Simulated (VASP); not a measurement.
# How number of MPI ranks and k-mesh change a VASP run on Te2Mo, part 2 of 3

How sensitive are energy, pressure and forces of Te2Mo to the number of MPI ranks and k-mesh? The series runs use LDA. The start is a cell from a database of measured crystal structures.

VASP 6.6.1; LDA; plane waves and PAW (Te, Mo_sv).

Still holding for the runs below: Spin-orbit coupling is off here; with elements this heavy it splits and shifts levels by tenths of an eV or more.

So far. Step 5 (Number of MPI ranks: 8 ranks): Against the first of the series the energy stays within 0.01 meV an atom and the pressure within 0.01 GPa, after 16 cycles in 8.8 s.

**6. The number of MPI ranks series as a table**

This step: convergence of LDA results with the layout; plane waves and PAW (VASP 6.6.1).

Derived from the runs above.

Differences are taken from the run with 1 ranks. Results of the series, by row:

| setting | status | energy less the reference (meV/atom) | pressure (GPa) | largest force difference (meV/Å) | gap (eV) | SCF cycles | wall time (s) |
| --- | --- | --- | --- | --- | --- | --- | --- |
| 1 ranks | converged | 0 | -2.633 | 0 | 0.8032 | 16 | 34 |
| 2 ranks | converged | 0 | -2.633 | 0 | 0.8032 | 16 | 18.8 |
| 4 ranks | converged | 0 | -2.633 | 0 | 0.8032 | 16 | 11.6 |
| 8 ranks | converged | 0 | -2.633 | 0 | 0.8032 | 16 | 8.8 |

**7. K-mesh: 2 2 1**

This step: LDA; plane waves and PAW (Te, Mo_sv) (VASP 6.6.1).

The sum over the zone converges with the mesh, fast for insulators and slowly for metals.

INCAR reads:

```
SYSTEM = Te2Mo
PREC = Accurate
ENCUT = 400
EDIFF = 1E-06
NELM = 100
ISMEAR = -1
SIGMA = 0.05
LREAL = .FALSE.
ALGO = Normal
GGA = CA
NBANDS = 32
LASPH = .TRUE.
LORBIT = 11
LWAVE = .FALSE.
LCHARG = .FALSE.
NCORE = 8
ISIF = 2
```

POSCAR reads:

```
Te2Mo
1.0
    3.5182000000      0.0000000000      0.0000000000
   -1.7591000000      3.0468505756      0.0000000000
    0.0000000000      0.0000000000     13.9736000000
Te Mo
4 2
Direct
    0.3333333333      0.6666666667      0.6210000000
    0.6666666667      0.3333333333      0.1210000000
    0.3333333333      0.6666666667      0.8790000000
    0.6666666667      0.3333333333      0.3790000000
    0.3333333333      0.6666666667      0.2500000000
    0.6666666667      0.3333333333      0.7500000000
```

KPOINTS reads:

```
Automatic mesh
0
Gamma
2 2 1
0 0 0
```

The projector-augmented-wave data sets are Te and Mo_sv (PBE family, release 64).

On the command line:

```bash
$ mpirun -np 8 vasp_std
```

The log of the run:

```text
[banner, memory and clock lines left out]
running    8 mpi-ranks, on    1 nodes
 distrk:  each k-point on    8 cores,    1 groups
 distr:  one band on    8 cores,    1 groups

 POSCAR found type information on POSCAR TeMo
 POSCAR found :  2 types and       6 ions
 [... a notice as in an earlier step ...]

 [... a notice as in an earlier step ...]

 LDA part: xc-table for (Slater(with rela. corr.)+CA(PZ))
 , standard interpolation
 POSCAR, INCAR and KPOINTS ok, starting setup
 FFT: planning ... GRIDC
 FFT: planning ... GRID_SOFT
 FFT: planning ... GRID
 WAVECAR not read
 entering main loop
       N       E                     dE             d eps       ncg     rms          rms(c)
DAV:   1     0.322885918625E+03    0.32289E+03   -0.23907E+04   160   0.118E+03
DAV:   2    -0.228977897839E+02   -0.34578E+03   -0.33827E+03   168   0.303E+02
DAV:   3    -0.408796883706E+02   -0.17982E+02   -0.17787E+02   152   0.591E+01
DAV:   4    -0.413092903589E+02   -0.42960E+00   -0.42894E+00   160   0.941E+00
DAV:   5    -0.413217572275E+02   -0.12467E-01   -0.12463E-01   168   0.161E+00    0.216E+01
DAV:   6    -0.402438213983E+02    0.10779E+01   -0.91143E+00   160   0.142E+01    0.741E+00
DAV:   7    -0.400974276020E+02    0.14639E+00   -0.86612E+00   152   0.104E+01    0.631E+00
DAV:   8    -0.397436964288E+02    0.35373E+00   -0.15863E+00   144   0.541E+00    0.203E+00
DAV:   9    -0.397354072241E+02    0.82892E-02   -0.25341E-01   176   0.201E+00    0.106E+00
DAV:  10    -0.397309423650E+02    0.44649E-02   -0.17631E-02   168   0.683E-01    0.317E-01
DAV:  11    -0.397308934105E+02    0.48955E-04   -0.16529E-03   160   0.221E-01    0.151E-01
DAV:  12    -0.397308906797E+02    0.27308E-05   -0.26450E-04   176   0.597E-02    0.460E-02
DAV:  13    -0.397308806705E+02    0.10009E-04   -0.19669E-05   152   0.214E-02    0.336E-02
DAV:  14    -0.397308759916E+02    0.46789E-05   -0.23092E-05   160   0.183E-02    0.423E-03
DAV:  15    -0.397308759831E+02    0.84938E-08   -0.31753E-07   112   0.310E-03
   1 F= -.39730876E+02 E0= -.39730864E+02  d E =-.237982E-04
```

It took 2.8 s on 8 MPI ranks of Intel Xeon Platinum 8488C (Sapphire Rapids), shared host; peak memory 0.86 GiB.

From OUTCAR (step 7):

```text
   k-points           NKPTS =      2   k-points in BZ     NKDIM =      2   number of bands    NBANDS=     32

   NELECT =      52.0000    total number of electrons

 E-fermi :   8.5206

 k-point     1 :       0.0000    0.0000    0.0000
  band No.  band energies     occupation
    ...
     22       6.9262      2.00000
     23       6.9639      2.00000
     24       6.9639      2.00000
     25       7.6246      2.00000
     26       8.0139      1.99992
     27      10.7974      0.00000
     28      10.7974      0.00000
     29      10.9237      0.00000
     30      10.9237      0.00000
     31      10.9826      0.00000
    ...

  Total       -2.8865970     -2.8865970      1.3621284      0.0000000      0.0000000     -0.0000000
  in kB      -30.8756956    -30.8756956     14.5696343      0.0000000      0.0000000     -0.0000000
  external PRESSURE =     -15.7272523 kB  Pullay stress =       0.0000000 kB

 POSITION                                       TOTAL-FORCE (eV/Angst)
 -----------------------------------------------------------------------------------
     -0.00000      2.03123      8.67761         0.000000      0.000000      0.124214
      1.75910      1.01562      1.69081         0.000000     -0.000000      0.124214
     -0.00000      2.03123     12.28279        -0.000000     -0.000000     -0.124214
      1.75910      1.01562      5.29599        -0.000000     -0.000000     -0.124214
     -0.00000      2.03123      3.49340         0.000000      0.000000      0.000000
      1.75910      1.01562     10.48020        -0.000000     -0.000000      0.000000
 -----------------------------------------------------------------------------------
    total drift:                               -0.000000      0.000000     -0.000000

  FREE ENERGIE OF THE ION-ELECTRON SYSTEM (eV)
  ---------------------------------------------------
  free  energy   TOTEN  =       -39.7308759831 eV

  energy  without entropy=      -39.7308521849  energy(sigma->0) =      -39.73086408

[... 7 parts as in an earlier step ...]

[... 5 further parts left out ...]
```

This step gave:

| Item | Value |
| --- | --- |
| SCF cycles | 15 |
| irreducible k-points | 2 |
| free energy (TOTEN) | -39.73 eV |
| Fermi energy | 8.521 eV |
| pressure | -1.573 GPa |
| conduction bottom at k | 0.5, 0, 0 |
| least direct gap at k | 0.5, 0, 0 |
| gap on the k-mesh | 1.082 eV |
| least direct gap on the k-mesh | 1.534 eV |

The series starts at -6.6218 eV an atom and -1.57 GPa, after 15 cycles in 2.8 s.

**8. K-mesh: 3 3 1**

INCAR is that of step 7.

POSCAR is that of step 7.

KPOINTS reads:

```
Automatic mesh
0
Gamma
3 3 1
0 0 0
```

On the command line:

```bash
$ mpirun -np 8 vasp_std
```

The log of the run:

```text
[... set-up lines as in an earlier step ...]
 entering main loop
       N       E                     dE             d eps       ncg     rms          rms(c)
DAV:   1     0.320480730291E+03    0.32048E+03   -0.24398E+04   232   0.119E+03
DAV:   2    -0.243153919245E+02   -0.34480E+03   -0.33709E+03   232   0.303E+02
DAV:   3    -0.425574239037E+02   -0.18242E+02   -0.18051E+02   248   0.586E+01
DAV:   4    -0.429578195728E+02   -0.40040E+00   -0.39997E+00   240   0.832E+00
[...]
DAV:  12    -0.414924847741E+02    0.61367E-04   -0.23317E-04   232   0.744E-02    0.157E-01
DAV:  13    -0.414924518166E+02    0.32957E-04   -0.14549E-04   240   0.562E-02    0.517E-02
DAV:  14    -0.414924522050E+02   -0.38834E-06   -0.39377E-06   224   0.102E-02
   1 F= -.41492452E+02 E0= -.41492430E+02  d E =-.450658E-04
```

Elapsed: 2.6 s, on 8 MPI ranks; peak memory 0.86 GiB; 14 s of CPU time.

OUTCAR, selected parts (step 8):

```text
  Total       -2.8561516     -2.8561516     -2.8153787     -0.0000000      0.0000000      0.0000000
  in kB      -30.5500442    -30.5500442    -30.1139282     -0.0000000      0.0000000      0.0000000
  external PRESSURE =     -30.4046722 kB  Pullay stress =       0.0000000 kB

 POSITION                                       TOTAL-FORCE (eV/Angst)
 -----------------------------------------------------------------------------------
     -0.00000      2.03123      8.67761        -0.000000     -0.000000      0.503063
      1.75910      1.01562      1.69081        -0.000000     -0.000000      0.503063
     -0.00000      2.03123     12.28279        -0.000000     -0.000000     -0.503063
      1.75910      1.01562      5.29599        -0.000000     -0.000000     -0.503063
     -0.00000      2.03123      3.49340        -0.000000      0.000000      0.000000
      1.75910      1.01562     10.48020         0.000000     -0.000000      0.000000
 -----------------------------------------------------------------------------------
    total drift:                               -0.000000      0.000000     -0.000000

  FREE ENERGIE OF THE ION-ELECTRON SYSTEM (eV)
  ---------------------------------------------------
  free  energy   TOTEN  =       -41.4924522050 eV

  energy  without entropy=      -41.4924071391  energy(sigma->0) =      -41.49242967

[... 1 part as in an earlier step ...]

[... 2 further parts left out ...]
[key lines of the parts left out:]
E-fermi :   8.4120
```

Against the run before the energy moves by -293.59 meV an atom and the pressure by -1.47 GPa, after 14 cycles in 2.6 s.

**9. K-mesh: 4 4 1**

INCAR: that of step 8 with these lines changed.

```diff
@@ -15,3 +15,4 @@
 LCHARG = .FALSE.
-NCORE = 8
+KPAR = 2
+NCORE = 4
 ISIF = 2
```

POSCAR is that of step 8.

KPOINTS reads:

```
Automatic mesh
0
Gamma
4 4 1
0 0 0
```

On the command line:

```bash
$ mpirun -np 8 vasp_std
```

The log of the run:

```text
[banner, memory and clock lines left out]
running    8 mpi-ranks, on    1 nodes
[...]
[... a notice as in an earlier step ...]

 LDA part: xc-table for (Slater(with rela. corr.)+CA(PZ))
 , standard interpolation
 POSCAR, INCAR and KPOINTS ok, starting setup
[...]
entering main loop
       N       E                     dE             d eps       ncg     rms          rms(c)
DAV:   1     0.328253230308E+03    0.32825E+03   -0.24251E+04   312   0.119E+03
DAV:   2    -0.241044711405E+02   -0.35236E+03   -0.34030E+03   328   0.303E+02
DAV:   3    -0.425442733229E+02   -0.18440E+02   -0.18188E+02   312   0.599E+01
DAV:   4    -0.430025294328E+02   -0.45826E+00   -0.45746E+00   304   0.977E+00
[...]
DAV:  12    -0.414049551358E+02    0.55131E-04   -0.16789E-04   304   0.717E-02    0.159E-01
DAV:  13    -0.414049142403E+02    0.40896E-04   -0.20534E-04   336   0.719E-02    0.377E-02
DAV:  14    -0.414049151092E+02   -0.86895E-06   -0.69639E-06   272   0.142E-02
   1 F= -.41404915E+02 E0= -.41404898E+02  d E =-.338099E-04
```

Run time: 3.2 s. Hardware: 8 MPI ranks; peak memory 1 GiB.

Parts of OUTCAR (step 9):

```text
  Total       -2.7932949     -2.7932949     -1.9784169     -0.0000000      0.0000000      0.0000000
  in kB      -29.8777154    -29.8777154    -21.1615953     -0.0000000      0.0000000      0.0000000
  external PRESSURE =     -26.9723420 kB  Pullay stress =       0.0000000 kB

 POSITION                                       TOTAL-FORCE (eV/Angst)
 -----------------------------------------------------------------------------------
     -0.00000      2.03123      8.67761         0.000000     -0.000000      0.234071
      1.75910      1.01562      1.69081         0.000000     -0.000000      0.234071
     -0.00000      2.03123     12.28279         0.000000     -0.000000     -0.234071
      1.75910      1.01562      5.29599         0.000000     -0.000000     -0.234071
     -0.00000      2.03123      3.49340         0.000000     -0.000000     -0.000000
      1.75910      1.01562     10.48020        -0.000000      0.000000     -0.000000
 -----------------------------------------------------------------------------------
    total drift:                               -0.000000      0.000000     -0.000000

  FREE ENERGIE OF THE ION-ELECTRON SYSTEM (eV)
  ---------------------------------------------------
  free  energy   TOTEN  =       -41.4049151092 eV

  energy  without entropy=      -41.4048812993  energy(sigma->0) =      -41.40489820

[... 1 part as in an earlier step ...]

[... 2 further parts left out ...]
[key lines of the parts left out:]
E-fermi :   8.2979
```

Against the run before the energy moves by +14.59 meV an atom and the pressure by +0.34 GPa, after 14 cycles in 3.2 s.

**10. K-mesh: 5 5 1**

INCAR is that of step 9.

POSCAR is that of step 9.

KPOINTS reads:

```
Automatic mesh
0
Gamma
5 5 1
0 0 0
```

On the command line:

```bash
$ mpirun -np 8 vasp_std
```

The log of the run:

```text
[... set-up lines as in an earlier step ...]
 entering main loop
       N       E                     dE             d eps       ncg     rms          rms(c)
DAV:   1     0.318257824435E+03    0.31826E+03   -0.24077E+04   392   0.118E+03
DAV:   2    -0.252964704122E+02   -0.34355E+03   -0.33459E+03   400   0.299E+02
DAV:   3    -0.424265543898E+02   -0.17130E+02   -0.16904E+02   376   0.580E+01
DAV:   4    -0.429034489611E+02   -0.47689E+00   -0.47455E+00   408   0.969E+00
[...]
DAV:  14    -0.412851958714E+02    0.27701E-05   -0.79730E-06   352   0.120E-02    0.421E-02
DAV:  15    -0.412851948032E+02    0.10683E-05   -0.15237E-06   288   0.705E-03    0.225E-02
DAV:  16    -0.412851943116E+02    0.49159E-06   -0.20885E-06   296   0.532E-03
   1 F= -.41285194E+02 E0= -.41285099E+02  d E =-.190919E-03
```

Wall time 3.6 s (8 MPI ranks); peak memory 1 GiB.

OUTCAR, selected parts (step 10):

```text
  Total       -2.4004133     -2.4004133     -2.0046027     -0.0000000      0.0000000      0.0000000
  in kB      -25.6753646    -25.6753646    -21.4416842     -0.0000000      0.0000000      0.0000000
  external PRESSURE =     -24.2641378 kB  Pullay stress =       0.0000000 kB

 POSITION                                       TOTAL-FORCE (eV/Angst)
 -----------------------------------------------------------------------------------
     -0.00000      2.03123      8.67761         0.000000      0.000000      0.241982
      1.75910      1.01562      1.69081        -0.000000     -0.000000      0.241982
     -0.00000      2.03123     12.28279         0.000000      0.000000     -0.241982
      1.75910      1.01562      5.29599        -0.000000     -0.000000     -0.241982
     -0.00000      2.03123      3.49340        -0.000000      0.000000      0.000000
      1.75910      1.01562     10.48020         0.000000     -0.000000      0.000000
 -----------------------------------------------------------------------------------
    total drift:                               -0.000000      0.000000     -0.000000

  FREE ENERGIE OF THE ION-ELECTRON SYSTEM (eV)
  ---------------------------------------------------
  free  energy   TOTEN  =       -41.2851943116 eV

  energy  without entropy=      -41.2850033921  energy(sigma->0) =      -41.28509885

[... 1 part as in an earlier step ...]

[... 2 further parts left out ...]
[key lines of the parts left out:]
E-fermi :   8.1747
```

Against the run before the energy moves by +19.97 meV an atom and the pressure by +0.27 GPa, after 16 cycles in 3.6 s.

**11. K-mesh: 6 6 2**

INCAR: that of step 10 with these lines changed.

```diff
@@ -15,4 +15,3 @@
 LCHARG = .FALSE.
-KPAR = 2
-NCORE = 4
+KPAR = 8
 ISIF = 2
```

POSCAR is that of step 10.

KPOINTS reads:

```
Automatic mesh
0
Gamma
6 6 2
0 0 0
```

On the command line:

```bash
$ mpirun -np 8 vasp_std
```

The log of the run:

```text
[banner, memory and clock lines left out]
running    8 mpi-ranks, on    1 nodes
[...]
[... a notice as in an earlier step ...]

 [... a notice as in an earlier step ...]

 LDA part: xc-table for (Slater(with rela. corr.)+CA(PZ))
 , standard interpolation
 POSCAR, INCAR and KPOINTS ok, starting setup
[...]
entering main loop
       N       E                     dE             d eps       ncg     rms          rms(c)
DAV:   1     0.327367110436E+03    0.32737E+03   -0.24299E+04  1088   0.119E+03
DAV:   2    -0.241278689428E+02   -0.35149E+03   -0.34387E+03  1136   0.303E+02
DAV:   3    -0.425233736275E+02   -0.18396E+02   -0.18196E+02  1120   0.590E+01
DAV:   4    -0.429550823139E+02   -0.43171E+00   -0.43043E+00  1104   0.930E+00
[...]
DAV:  12    -0.413444584548E+02    0.52770E-04   -0.17444E-04  1056   0.725E-02    0.163E-01
DAV:  13    -0.413444184771E+02    0.39978E-04   -0.15879E-04  1160   0.634E-02    0.564E-02
DAV:  14    -0.413444191726E+02   -0.69557E-06   -0.49111E-06   896   0.108E-02
   1 F= -.41344419E+02 E0= -.41344402E+02  d E =-.342508E-04
```

It took 7.4 s on 8 MPI ranks; peak memory 1.7 GiB; 50 s of CPU time.

OUTCAR, selected parts (step 11):

```text
  Total       -2.5824322     -2.5824322     -2.3539276      0.0000000      0.0000000     -0.0000000
  in kB      -27.6222800    -27.6222800    -25.1781432      0.0000000      0.0000000     -0.0000000
  external PRESSURE =     -26.8075677 kB  Pullay stress =       0.0000000 kB

 POSITION                                       TOTAL-FORCE (eV/Angst)
 -----------------------------------------------------------------------------------
     -0.00000      2.03123      8.67761        -0.000000     -0.000000      0.195503
      1.75910      1.01562      1.69081        -0.000000      0.000000      0.195503
     -0.00000      2.03123     12.28279        -0.000000     -0.000000     -0.195503
      1.75910      1.01562      5.29599        -0.000000     -0.000000     -0.195503
     -0.00000      2.03123      3.49340         0.000000     -0.000000     -0.000000
      1.75910      1.01562     10.48020         0.000000      0.000000     -0.000000
 -----------------------------------------------------------------------------------
    total drift:                               -0.000000      0.000000     -0.000000

  FREE ENERGIE OF THE ION-ELECTRON SYSTEM (eV)
  ---------------------------------------------------
  free  energy   TOTEN  =       -41.3444191726 eV

  energy  without entropy=      -41.3443849218  energy(sigma->0) =      -41.34440205

[... 1 part as in an earlier step ...]

[... 2 further parts left out ...]
[key lines of the parts left out:]
E-fermi :   8.2440
```

Against the run before the energy moves by -9.88 meV an atom and the pressure by -0.25 GPa, after 14 cycles in 7.4 s.

**12. K-mesh: 9 9 2**

INCAR is that of step 11.

POSCAR is that of step 11.

KPOINTS reads:

```
Automatic mesh
0
Gamma
9 9 2
0 0 0
```

On the command line:

```bash
$ mpirun -np 8 vasp_std
```

The log of the run:

```text
[... set-up lines as in an earlier step ...]
 entering main loop
       N       E                     dE             d eps       ncg     rms          rms(c)
DAV:   1     0.324619723935E+03    0.32462E+03   -0.24306E+04  1880   0.119E+03
DAV:   2    -0.245673034151E+02   -0.34919E+03   -0.34051E+03  1952   0.302E+02
DAV:   3    -0.425464033263E+02   -0.17979E+02   -0.17696E+02  1928   0.584E+01
DAV:   4    -0.429581351191E+02   -0.41173E+00   -0.41017E+00  1888   0.887E+00
[...]
DAV:  12    -0.413452760350E+02    0.48335E-04   -0.19542E-04  1768   0.737E-02    0.159E-01
DAV:  13    -0.413452347266E+02    0.41308E-04   -0.16136E-04  2032   0.648E-02    0.545E-02
DAV:  14    -0.413452349539E+02   -0.22724E-06   -0.53010E-06  1584   0.108E-02
   1 F= -.41345235E+02 E0= -.41345216E+02  d E =-.370070E-04
```

Elapsed: 10 s, on 8 MPI ranks; peak memory 1.9 GiB.

OUTCAR, selected parts (step 12):

```text
  Total       -2.5875563     -2.5875563     -2.3275639      0.0000000      0.0000000     -0.0000000
  in kB      -27.6770890    -27.6770890    -24.8961507      0.0000000      0.0000000     -0.0000000
  external PRESSURE =     -26.7501096 kB  Pullay stress =       0.0000000 kB

 POSITION                                       TOTAL-FORCE (eV/Angst)
 -----------------------------------------------------------------------------------
     -0.00000      2.03123      8.67761        -0.000000      0.000000      0.199916
      1.75910      1.01562      1.69081        -0.000000      0.000000      0.199916
     -0.00000      2.03123     12.28279        -0.000000      0.000000     -0.199916
      1.75910      1.01562      5.29599        -0.000000     -0.000000     -0.199916
     -0.00000      2.03123      3.49340         0.000000     -0.000000     -0.000000
      1.75910      1.01562     10.48020        -0.000000      0.000000     -0.000000
 -----------------------------------------------------------------------------------
    total drift:                               -0.000000      0.000000     -0.000000

  FREE ENERGIE OF THE ION-ELECTRON SYSTEM (eV)
  ---------------------------------------------------
  free  energy   TOTEN  =       -41.3452349539 eV

  energy  without entropy=      -41.3451979469  energy(sigma->0) =      -41.34521645

[... 1 part as in an earlier step ...]

[... 2 further parts left out ...]
[key lines of the parts left out:]
E-fermi :   8.2353
```

Against the run before the energy moves by -0.14 meV an atom and the pressure by +0.01 GPa, after 14 cycles in 10 s.

[end of part 2 of 3]

[Lines on the potential files, build, host, timing and source positions are cut from VASP's logs without a mark.]

[Logs are printed without paths, hosts, clocks, repeated set-up lines and the standing remarks that a program may print on its own settings, such as how far it seeks lower states.]

[Hosts, paths, dates, database ids (printed as entryN), source tags and the programs' standing remarks are cut or masked in the printed files.]

[A measured line is paired with the nearest computed mode of its activity, which favours agreement.]
